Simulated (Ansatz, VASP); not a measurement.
## Two plane-wave programs on NaMgF3

```
CELL_PARAMETERS angstrom
4.24715 0.00000 0.00000
0.00000 3.65453 0.00000
0.00000 0.00000 3.95084
ATOMIC_POSITIONS crystal
Na 0.00000 0.00000 0.00000
Mg 0.50000 0.50000 0.50000
F 0.50000 0.50000 0.00000
F 0.50000 0.00000 0.50000
F 0.00000 0.50000 0.50000
```

Change from the starting cell: strain +0.0750 x Voigt [1, -1, 0, 0, 0, 0], atoms carried along.

Alike in both runs: task single point; functional LDA; k mesh 6 × 6 × 6; occupations gaussian, width 0.05 eV; no spin polarisation.

|  | VASP | Ansatz |
| --- | --- | --- |
| version | VASP 6.6.1 | Ansatz 0.2.0 |
| potentials or method | VASP PAW LDA potentials, release 64 (Na_pv, Mg, F) | scalar-relativistic, plane waves, PAW |
| plane-wave cutoff (eV) | 520 | 420 |
| valence electrons in the cell | 30 | 40 |

VASP gave:

| Quantity | Value |
| --- | --- |
| gap on the k mesh at the Fermi level (eV) | 5.51 |
| least direct gap on the mesh (eV) | 5.98 |
| pressure (GPa) | -5.0 |
| largest component of the traceless stress (GPa) | 9.20 |

Which values does Ansatz return?

gap on the k mesh at the Fermi level (eV): 5.54; least direct gap on the mesh (eV): 6.00; pressure (GPa): -4.1; largest component of the traceless stress (GPa): 9.15.

The two sets of potentials don't hold the same shells in valence.

A k mesh can miss the band edges.
